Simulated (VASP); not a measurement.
```yaml
crystal:
  lattice:
    - [0.00000, 2.86239, 2.86239]
    - [2.86239, 0.00000, 2.86239]
    - [2.86239, 2.86239, 0.00000]
  atoms:
    - { symbol: Ca, position: [0.00000, 0.00000, 0.00000] }
    - { symbol: S, position: [0.50000, 0.50000, 0.50000] }
```

The numbers are results of rev-vdW-DF2, VASP's PBE PAW potentials (set 64) (plane waves; VASP), not measurements. Numerical set-up: 520 eV cut-off, 8×8×8 Γ-centred mesh, Gaussian smearing of 0.050 eV, potentials Ca_sv S.

Q: The job: CaS (rock salt), 2 atoms, rev-vdW-DF2, static run, 520 eV, 8×8×8 Γ-centred mesh. Roughly how much core time does it take on a busy server core?

A: About 40 core-seconds (one run on a shared machine, a rough figure). It had 29 irreducible k-points, 12 bands, up to 1283 plane waves and 14 electronic steps.

The compound is CaS in the rock salt structure. This cell is one point of a volume scan, at 1.03 of the reference volume.
